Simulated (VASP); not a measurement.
Here is the system:

```xyz
1
Lattice="0.0000 1.6542 1.6542 1.6542 0.0000 1.6542 1.6542 1.6542 0.0000" Properties=species:S:1:pos:R:3 pbc="T T T"
F      0.0000     0.0000     0.0000
```

The numbers are results of PBEsol GGA, VASP's PBE PAW potentials (set 64) (plane waves; VASP), not measurements. Settings: 520 eV cut-off, 21×21×21 Γ-centred mesh, tetrahedra with Blöchl corrections, potentials F.

Question: Predict the energy per atom (σ→0), band gap (on the k-mesh) with the smallest direct gap where there is one.

Answer: 
The band gap (on the k-mesh) is none (metal, semimetal or under 0.01 eV) and the energy per atom (σ→0) is -89.2 kJ/mol of atoms.

Only differences to runs with the same potentials and settings are physical.

The structure was generated: F was put into the fcc type (Fm-3m), which need not be its known phase. It was relaxed first, which changed the volume by -10 %.
